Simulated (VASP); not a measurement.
All values below come from RPBE GGA, VASP's PBE PAW potentials (set 64) (plane waves; VASP 6.6.1).

Input for VASP

File POSCAR:
```
PbS
4.2979540
  0.0000000000   0.7071068595   0.7071068595
  0.7071068595   0.0000000000   0.7071068595
  0.7071068595   0.7071068595   0.0000000000
Pb S
1 1
Direct
  0.0000000000   0.0000000000   0.0000000000
  0.5000000000   0.5000000000   0.5000000000
```

INCAR:
```
SYSTEM = PbS
PREC = Accurate
ENCUT = 520
EDIFF = 1E-7
NELM = 100
ALGO = Normal
LREAL = .FALSE.
LASPH = .TRUE.
ISMEAR = -5
GGA = RP
LMAXMIX = 4
LWAVE = .FALSE.
LCHARG = .TRUE.
LORBIT = 11
NEDOS = 601
ISIF = 2
```

File KPOINTS:
```
Automatic mesh
0
Gamma
8 8 8
0 0 0
```

POTCAR, in this order: Pb_d S (PBE.64 set). Program: vasp_std.

Unless said otherwise, spin-orbit coupling is left out, though it shifts the bands of the heavy elements here.

Problem. Predict the energy per atom (σ→0), band gap (on the k-mesh).

Solution. 
```
Quantity                                   Value
------------------------  ----------------------
energy per atom (σ→0)     -391.2 kJ/mol of atoms
band gap (on the k-mesh)                 0.71 eV
```

OSZICAR:
```
...
DAV:   9    -0.810906540071E+01    0.51471E-03   -0.47377E-03  1250   0.685E-01    0.117E-01
DAV:  10    -0.810964631056E+01   -0.58091E-03   -0.10033E-03   854   0.196E-01    0.937E-02
DAV:  11    -0.810968661094E+01   -0.40300E-04   -0.18857E-04   962   0.157E-01    0.252E-02
DAV:  12    -0.810969286823E+01   -0.62573E-05   -0.16482E-05   956   0.346E-02    0.740E-03
DAV:  13    -0.810969313160E+01   -0.26337E-06   -0.64243E-07   992   0.102E-02    0.930E-04
DAV:  14    -0.810969350917E+01   -0.37757E-06   -0.14071E-06   848   0.658E-03    0.141E-03
DAV:  15    -0.810969351996E+01   -0.10793E-07   -0.16410E-08   832   0.144E-03
   1 F= -.81096935E+01 E0= -.81096935E+01  d E =0.000000E+00
```

The compound is PbS in the rock salt structure. It was relaxed first, which changed the volume by +7 %.
